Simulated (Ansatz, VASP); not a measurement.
# HfO2 in two plane-wave programs, part 2 of 3

Aim: how closely do two programs agree when they are given the same cell, functional and k mesh? The cell is taken from a series of runs on this material, whose earlier steps may have relaxed, scaled, displaced or heated it; both programs get it as it stands.

VASP 6.6.1 and Ansatz 0.2.0.

So far: Set-up; VASP: zone-centre phonons, LDA.

### Step 2. VASP: zone-centre phonons, LDA (continued)

Level of this step: LDA; plane waves and PAW (O, Hf_pv) (VASP).

From OUTCAR (step 2):

```text
ion  position               nearest neighbor table
   1  0.442  0.762  0.488-   9 2.08  12 2.13  10 2.14  11 2.15
   2  0.558  0.262  0.012-  10 2.08  11 2.13   9 2.14  12 2.15
   3  0.558  0.238  0.512-  11 2.08  10 2.13  12 2.14   9 2.15
   4  0.442  0.738  0.988-  12 2.08   9 2.13  11 2.14  10 2.15
   5  0.091  0.373  0.309-  10 2.00   9 2.03  12 2.14
   6  0.909  0.873  0.191-   9 2.00  10 2.03  11 2.14
   7  0.909  0.627  0.691-  12 2.00  11 2.03  10 2.14
   8  0.091  0.127  0.809-  11 2.00  12 2.03   9 2.14
   9  0.277  0.040  0.211-   6 2.00   5 2.03   1 2.08   4 2.13   2 2.14   8 2.14   3 2.15  11 3.24
                            11 3.28  12 3.31  12 3.31  10 3.36  10 3.36  11 3.40  10 3.81  10 3.81
  10  0.723  0.540  0.289-   5 2.00   6 2.03   2 2.08   3 2.13   1 2.14   7 2.14   4 2.15  12 3.24
                            12 3.28  11 3.31  11 3.31   9 3.36   9 3.36  12 3.40   9 3.81   9 3.81
  11  0.723  0.960  0.789-   8 2.00   7 2.03   3 2.08   2 2.13   4 2.14   6 2.14   1 2.15   9 3.24
                             9 3.28  10 3.31  10 3.31  12 3.36  12 3.36   9 3.40  12 3.81  12 3.81
  12  0.277  0.460  0.711-   7 2.00   8 2.03   4 2.08   1 2.13   3 2.14   5 2.14   2 2.15  10 3.24
                            10 3.28   9 3.31   9 3.31  11 3.36  11 3.36  10 3.40  11 3.81  11 3.81

  LATTYP: Found a simple monoclinic cell.
 ALAT       =     4.9174011906
 B/A-ratio  =     1.0446770013
 C/A-ratio  =     1.0196408530
 COS(beta)  =    -0.1371738786

 Subroutine GETGRP returns: Found  4 space group operations
 (whereof  2 operations were pure point group operations)

The static configuration has the point symmetry S_2 .
 The point group associated with its full space group is C_2h.

 Found     30 irreducible k-points:

   k-points           NKPTS =     30   k-points in BZ     NKDIM =     30   number of bands    NBANDS=     56

   dimension x,y,z NGX =    40 NGY =   42 NGZ =   40
   dimension x,y,z NGXF=    80 NGYF=   84 NGZF=   80

   ENCUT  =  600.0 eV  44.10 Ry    6.64 a.u.   9.82 10.26 10.01*2*pi/ulx,y,z

   NELECT =      88.0000    total number of electrons

 k-points in reciprocal lattice and weights: Automatic mesh
   0.00000000  0.00000000  0.00000000       0.016
   0.25000000  0.00000000 -0.00000000       0.031
   0.50000000  0.00000000 -0.00000000       0.016
   0.00000000  0.25000000  0.00000000       0.031
   0.25000000  0.25000000 -0.00000000       0.062
   0.50000000  0.25000000 -0.00000000       0.031
   0.00000000  0.50000000  0.00000000       0.016
   0.25000000  0.50000000 -0.00000000       0.031
   0.50000000  0.50000000 -0.00000000       0.016
[...]
0.25000000  0.50000000  0.50000000       0.031
   0.50000000  0.50000000  0.50000000       0.016

 average (electrostatic) potential at core
       1 -71.0415       2 -71.0415       3 -71.0415       4 -71.0415       5 -70.5461
       6 -70.5461       7 -70.5461       8 -70.5461       9 -36.9401      10 -36.9401
      11 -36.9401      12 -36.9401

   2 f  =   23.110420 THz   145.207052 2PiTHz  770.880638 cm-1    95.576975 meV
             X         Y         Z           dx          dy          dz
      1.804289  3.913620  2.450950    -0.221891    0.029142   -0.058404
      2.734613  1.345072  0.095044    -0.221891   -0.029142   -0.058404
      2.356579  1.223476  2.573370    -0.221891    0.029142   -0.058404
      1.426255  3.792024  4.929275    -0.221891   -0.029142   -0.058404
      0.216242  1.918030  1.537735     0.356310   -0.256414    0.044119
      4.322659  4.486578  1.008259     0.356310    0.256414    0.044119
      3.944626  3.219065  3.486585     0.356310   -0.256414    0.044119
     -0.161791  0.650517  4.016060     0.356310    0.256414    0.044119
      1.204495  0.205313  1.066921    -0.040284   -0.014549    0.004283
      3.334407  2.773861  1.479073    -0.040284    0.014549    0.004283
      2.956373  4.931783  3.957399    -0.040284   -0.014549    0.004283
      0.826461  2.363235  3.545246    -0.040284    0.014549    0.004283

   3 f  =   21.573341 THz   135.549302 2PiTHz  719.609213 cm-1    89.220131 meV
             X         Y         Z           dx          dy          dz
      1.804289  3.913620  2.450950     0.017176    0.112406   -0.464818
      2.734613  1.345072  0.095044    -0.017176    0.112406    0.464818
      2.356579  1.223476  2.573370     0.017176    0.112406   -0.464818
      1.426255  3.792024  4.929275    -0.017176    0.112406    0.464818
      0.216242  1.918030  1.537735     0.086181   -0.088095   -0.071466
      4.322659  4.486578  1.008259    -0.086181   -0.088095    0.071466
      3.944626  3.219065  3.486585     0.086181   -0.088095   -0.071466
     -0.161791  0.650517  4.016060    -0.086181   -0.088095    0.071466
      1.204495  0.205313  1.066921     0.025793   -0.007295    0.000288
      3.334407  2.773861  1.479073    -0.025793   -0.007295   -0.000288
      2.956373  4.931783  3.957399     0.025793   -0.007295    0.000288
      0.826461  2.363235  3.545246    -0.025793   -0.007295   -0.000288

   4 f  =   20.890259 THz   131.257368 2PiTHz  696.824030 cm-1    86.395130 meV
             X         Y         Z           dx          dy          dz
      1.804289  3.913620  2.450950     0.028484   -0.304053    0.346062
      2.734613  1.345072  0.095044     0.028484    0.304053    0.346062
      2.356579  1.223476  2.573370    -0.028484    0.304053   -0.346062
      1.426255  3.792024  4.929275    -0.028484   -0.304053   -0.346062
      0.216242  1.918030  1.537735     0.171550   -0.069676    0.033990
      4.322659  4.486578  1.008259     0.171550    0.069676    0.033990
      3.944626  3.219065  3.486585    -0.171550    0.069676   -0.033990
     -0.161791  0.650517  4.016060    -0.171550   -0.069676   -0.033990
      1.204495  0.205313  1.066921    -0.030498    0.024483   -0.003492
      3.334407  2.773861  1.479073    -0.030498   -0.024483   -0.003492
      2.956373  4.931783  3.957399     0.030498   -0.024483    0.003492
      0.826461  2.363235  3.545246     0.030498    0.024483    0.003492

   5 f  =   20.814733 THz   130.782825 2PiTHz  694.304763 cm-1    86.082781 meV
             X         Y         Z           dx          dy          dz
      1.804289  3.913620  2.450950     0.100266   -0.143798    0.090031
      2.734613  1.345072  0.095044    -0.100266   -0.143798   -0.090031
      2.356579  1.223476  2.573370    -0.100266    0.143798   -0.090031
      1.426255  3.792024  4.929275     0.100266    0.143798    0.090031
      0.216242  1.918030  1.537735     0.371447   -0.263050   -0.041250
      4.322659  4.486578  1.008259    -0.371447   -0.263050    0.041250
      3.944626  3.219065  3.486585    -0.371447    0.263050    0.041250
     -0.161791  0.650517  4.016060     0.371447    0.263050   -0.041250
      1.204495  0.205313  1.066921     0.008877    0.045694   -0.011268
      3.334407  2.773861  1.479073    -0.008877    0.045694    0.011268
      2.956373  4.931783  3.957399    -0.008877   -0.045694    0.011268
      0.826461  2.363235  3.545246     0.008877   -0.045694   -0.011268

   6 f  =   19.185048 THz   120.543210 2PiTHz  639.944306 cm-1    79.342946 meV
             X         Y         Z           dx          dy          dz
      1.804289  3.913620  2.450950    -0.117188    0.067224    0.108566
      2.734613  1.345072  0.095044     0.117188    0.067224   -0.108566
      2.356579  1.223476  2.573370    -0.117188    0.067224    0.108566
      1.426255  3.792024  4.929275     0.117188    0.067224   -0.108566
      0.216242  1.918030  1.537735     0.396238   -0.213765    0.118346
      4.322659  4.486578  1.008259    -0.396238   -0.213765   -0.118346
      3.944626  3.219065  3.486585     0.396238   -0.213765    0.118346
     -0.161791  0.650517  4.016060    -0.396238   -0.213765   -0.118346
      1.204495  0.205313  1.066921     0.027549    0.043854    0.023957
      3.334407  2.773861  1.479073    -0.027549    0.043854   -0.023957
      2.956373  4.931783  3.957399     0.027549    0.043854    0.023957
      0.826461  2.363235  3.545246    -0.027549    0.043854   -0.023957

   7 f  =   18.323117 THz   115.127542 2PiTHz  611.193410 cm-1    75.778291 meV
             X         Y         Z           dx          dy          dz
      1.804289  3.913620  2.450950    -0.021379   -0.459930    0.091338
      2.734613  1.345072  0.095044     0.021379   -0.459930   -0.091338
      2.356579  1.223476  2.573370     0.021379    0.459930   -0.091338
      1.426255  3.792024  4.929275    -0.021379    0.459930    0.091338
      0.216242  1.918030  1.537735    -0.105903    0.120018    0.044133
      4.322659  4.486578  1.008259     0.105903    0.120018   -0.044133
      3.944626  3.219065  3.486585     0.105903   -0.120018   -0.044133
     -0.161791  0.650517  4.016060    -0.105903   -0.120018    0.044133
      1.204495  0.205313  1.066921    -0.002899    0.000493   -0.045705
      3.334407  2.773861  1.479073     0.002899    0.000493    0.045705
      2.956373  4.931783  3.957399     0.002899   -0.000493    0.045705
      0.826461  2.363235  3.545246    -0.002899   -0.000493   -0.045705

   8 f  =   17.975426 THz   112.942934 2PiTHz  599.595679 cm-1    74.340356 meV
             X         Y         Z           dx          dy          dz
      1.804289  3.913620  2.450950     0.081014   -0.300381   -0.356017
      2.734613  1.345072  0.095044     0.081014    0.300381   -0.356017
      2.356579  1.223476  2.573370    -0.081014    0.300381    0.356017
      1.426255  3.792024  4.929275    -0.081014   -0.300381    0.356017
      0.216242  1.918030  1.537735     0.149291   -0.046739    0.005311
      4.322659  4.486578  1.008259     0.149291    0.046739    0.005311
      3.944626  3.219065  3.486585    -0.149291    0.046739   -0.005311
     -0.161791  0.650517  4.016060    -0.149291   -0.046739   -0.005311
      1.204495  0.205313  1.066921    -0.036834   -0.024223    0.003910
    [... 421 further lines ...]
      2.956373  4.931783  3.957399     0.000192    0.460445   -0.000018
      0.826461  2.363235  3.545246    -0.000192    0.460445    0.000018

 MACROSCOPIC STATIC DIELECTRIC TENSOR IONIC CONTRIBUTION
 ------------------------------------------------------
          13.258046    -0.000000     1.079010
          -0.000000    11.772879     0.000000
           1.079010     0.000000     9.498199
 ------------------------------------------------------

 ELASTIC MODULI CONTR FROM IONIC RELAXATION (kBar)
 Direction    XX          YY          ZZ          XY          YZ          ZX
 --------------------------------------------------------------------------------
 XX       -1777.1964   -267.7935   -671.4346      0.0000      0.0000    162.4876
 YY        -267.7935   -409.1059   -555.1726      0.0000      0.0000    159.8580
 ZZ        -671.4346   -555.1726  -1837.6439      0.0000      0.0000    375.2456
 XY           0.0000      0.0000      0.0000   -496.7884     85.4281     -0.0000
 YZ           0.0000      0.0000      0.0000     85.4281   -201.1131     -0.0000
 ZX         162.4876    159.8580    375.2456     -0.0000      0.0000   -439.5056
 --------------------------------------------------------------------------------

 PIEZOELECTRIC TENSOR IONIC CONTR  for field in x, y, z        (C/m^2)
          XX          YY          ZZ          XY          YZ          ZX
  --------------------------------------------------------------------------------
  x     0.00000    -0.00000    -0.00000     0.00000     0.00000    -0.00000
  y    -0.00000    -0.00000    -0.00000     0.00000    -0.00000     0.00000
  z     0.00000     0.00000     0.00000    -0.00000     0.00000    -0.00000
```

Harder data sets than Hf_pv exist (the GW ones), and pressures, volumes and forces can shift noticeably with them.

(Part 2 of 3 ends here.)

[Lines on the potential files, build, host, timing and source positions are cut from VASP's logs without a mark.]

[Logs are printed without paths, hosts, clocks, repeated set-up lines and the standing remarks that a program may print on its own settings, such as how far it seeks lower states.]

[Hosts, paths, dates, database ids (printed as entryN), source tags and the programs' standing remarks are cut or masked in the printed files.]
